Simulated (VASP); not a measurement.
BP:

```xyz
2
Lattice="0.0000 2.2731 2.2731 2.2731 0.0000 2.2731 2.2731 2.2731 0.0000" Properties=species:S:1:pos:R:3 pbc="T T T"
B     0.0000    0.0000    0.0000
P     3.4097    3.4097    3.4097
```

The cell is a database's computed one.

Base run:

* Program: VASP 6.6.1
* Functional: r2SCAN
* Potentials or basis: VASP PAW PBE potentials, release 64 (B, P)
* Cutoff: 450 eV
* k mesh: 14 × 14 × 14
* Occupations: gaussian, width 0.02 eV
* Spin: no spin polarisation

Its results: band gap on the k mesh 1.46 eV, indirect (least direct gap 3.63 eV); pressure -1.5 GPa.

**Question.** The run is repeated on the same cell with these changes: functional from r2SCAN to PBE. What comes out?

**Answer.** Band gap on the k mesh 1.25 eV, indirect (least direct gap 3.39 eV); pressure 0.0 GPa.

r2SCAN gives the wider gap, since meta-GGAs in the generalised Kohn-Sham scheme recover part of the derivative discontinuity.

Caveats: the PAW data sets were made with another functional, which shifts forces and pressure a little (some runs).
